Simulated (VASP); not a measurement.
These are MS2 meta-GGA, VASP's PBE PAW potentials (set 64) (plane waves; VASP) values and carry that method's errors.

VASP ran on this input.

### POSCAR
```
In
1.0
 -1.6003950084   1.6003950084   2.4654832025
  1.6003950084  -1.6003950084   2.4654832025
  1.6003950084   1.6003950084  -2.4654832025
In
1
Cartesian
  0.0000000000   0.0000000000   0.0000000000
```

### KPOINTS
```
Automatic mesh
0
Gamma
14 14 14
0 0 0
```

INCAR:
```
SYSTEM = In
PREC = Accurate
ENCUT = 520
EDIFF = 1E-6
NELM = 100
ALGO = Normal
LREAL = .FALSE.
LASPH = .TRUE.
ISMEAR = 1
SIGMA = 0.1
METAGGA = MS2
LMIXTAU = .TRUE.
LMAXMIX = 4
LWAVE = .FALSE.
LCHARG = .FALSE.
IBRION = 2
ISIF = 3
NSW = 60
EDIFFG = -0.01
```

POTCAR, in this order: In_d (PBE.64 set). Program: vasp_std.

Output of the run:

### OSZICAR
```
       N       E                     dE             d eps       ncg     rms          rms(c)
DAV:   1     0.662479437697E+02    0.66248E+02   -0.59210E+03  4902   0.149E+03
DAV:   2    -0.566723920358E+01   -0.71915E+02   -0.70664E+02  4962   0.270E+02
DAV:   3    -0.804806705086E+01   -0.23808E+01   -0.23703E+01  5836   0.602E+01
DAV:   4    -0.809762998807E+01   -0.49563E-01   -0.49547E-01  6510   0.832E+00
DAV:   5    -0.809949804641E+01   -0.18681E-02   -0.18680E-02  6186   0.129E+00    0.175E+01
DAV:   6    -0.243206380356E+00    0.78563E+01   -0.25237E+01  5370   0.136E+02    0.388E+00
DAV:   7     0.646859724752E+00    0.89007E+00   -0.32606E+00  5440   0.442E+01    0.398E+00
DAV:   8     0.640816079656E+00   -0.60436E-02   -0.11484E-01  4966   0.564E+00    0.166E+00
DAV:   9     0.629219576784E+00   -0.11597E-01   -0.21297E-01  5402   0.114E+01    0.122E+00
DAV:  10     0.646957853645E+00    0.17738E-01   -0.54161E-02  5484   0.591E+00    0.557E-01
DAV:  11     0.656265998184E+00    0.93081E-02   -0.15114E-02  5480   0.304E+00    0.138E-01
DAV:  12     0.655866378568E+00   -0.39962E-03   -0.19856E-04  5156   0.265E-01    0.170E-01
DAV:  13     0.656000458396E+00    0.13408E-03   -0.60761E-05  5674   0.197E-01    0.125E-01
DAV:  14     0.656226896156E+00    0.22644E-03   -0.10120E-03  5492   0.804E-01    0.132E-02
DAV:  15     0.656218025978E+00   -0.88702E-05   -0.12302E-05  6716   0.700E-02    0.455E-02
DAV:  16     0.656225855829E+00    0.78299E-05   -0.13606E-06  2740   0.288E-02    0.236E-02
DAV:  17     0.656231447073E+00    0.55912E-05   -0.10475E-07  2688   0.616E-03    0.710E-03
DAV:  18     0.656234920543E+00    0.34735E-05   -0.73348E-08  2652   0.484E-03    0.280E-03
DAV:  19     0.656234562834E+00   -0.35771E-06   -0.16405E-07  2616   0.103E-02
   1 F= 0.65623456E+00 E0= 0.65619691E+00  d E =0.656235E+00
```

### OUTCAR
```
------------------------ aborting loop because EDIFF is reached ----------------------------------------
  FORCE on cell =-STRESS in cart. coord.  units (eV):
  Direction    XX          YY          ZZ          XY          YZ          ZX
  --------------------------------------------------------------------------------------
  Total       -0.0093845     -0.0093845      0.0014481      0.0000000      0.0000000      0.0000000
  in kB       -0.5952588     -0.5952588      0.0918556      0.0000000      0.0000000      0.0000000
  external PRESSURE =      -0.3662206 kB  Pullay stress =       0.0000000 kB
  volume of cell :       25.26
      direct lattice vectors                 reciprocal lattice vectors
    -1.600395008  1.600395008  2.465483203     0.000000000  0.312422869  0.202800003
     1.600395008 -1.600395008  2.465483203     0.312422869  0.000000000  0.202800003
     1.600395008  1.600395008 -2.465483203     0.312422869  0.312422869  0.000000000
 POSITION                                       TOTAL-FORCE (eV/Angst)
 -----------------------------------------------------------------------------------
      0.00000      0.00000      0.00000         0.000000      0.000000      0.000000
 -----------------------------------------------------------------------------------
    total drift:                                0.000000     -0.000000     -0.000000
  FREE ENERGIE OF THE ION-ELECTRON SYSTEM (eV)
  ---------------------------------------------------
  free  energy   TOTEN  =         0.6562345628 eV

  energy  without entropy=        0.6561216113  energy(sigma->0) =        0.65619691

 reached required accuracy - stopping structural energy minimisation
```
(Selected blocks of OUTCAR.)

OUTCAR:
```
 val. band max:        7.8239586778   @ k =   0.2857   0.1429   0.0714

 cond. band min:       7.8689721194   @ k =  -0.2857   0.4286   0.0714


 Fermi energy:         7.8476537500

 k-point     1 :       0.0000    0.0000    0.0000
  band No.  band energies     occupation
      1      -7.1787      2.00000
      2      -7.0406      2.00000
      3      -7.0402      2.00000
      4      -6.9641      2.00000
      5      -6.8274      2.00000
      6      -2.0746      2.00000
      7      18.8312      0.00000
      8      18.8313      0.00000
      9      19.0552      0.00000
     10      19.4840      0.00000

 k-point     2 :       0.0714    0.0000    0.0000
  band No.  band energies     occupation
      1      -7.1693      2.00000
      2      -7.0417      2.00000
      3      -7.0318      2.00000
      4      -6.9620      2.00000
      5      -6.8315      2.00000
      6      -1.9584      2.00000
      7      17.3680      0.00000
      8      18.6467      0.00000
      9      18.6845      0.00000
     10      19.3880      0.00000

 k-point     3 :       0.1429    0.0000   -0.0000
  band No.  band energies     occupation
      1      -7.1491      2.00000
      2      -7.0494      2.00000
      3      -7.0102      2.00000
      4      -6.9468      2.00000
      5      -6.8397      2.00000
      6      -1.6065      2.00000
      7      14.8416      0.00000
      8      17.9317      0.00000
      9      18.3670      0.00000
     10      19.3836      0.00000

 k-point     4 :       0.2143    0.0000    0.0000
  band No.  band energies     occupation
      1      -7.1356      2.00000
      2      -7.0681      2.00000
      3      -6.9901      2.00000
      4      -6.9039      2.00000
      5      -6.8401      2.00000
      6      -1.0125      2.00000
      7      12.3102      0.00000
      8      17.1682      0.00000
      9      18.0434      0.00000
     10      19.3675      0.00000

 k-point     5 :       0.2857   -0.0000    0.0000
...
```

Unless said otherwise, spin-orbit coupling is left out, though it shifts the bands of the heavy elements here.

The compound is In in the bct structure. It was relaxed first. The start is the result of an earlier pass.
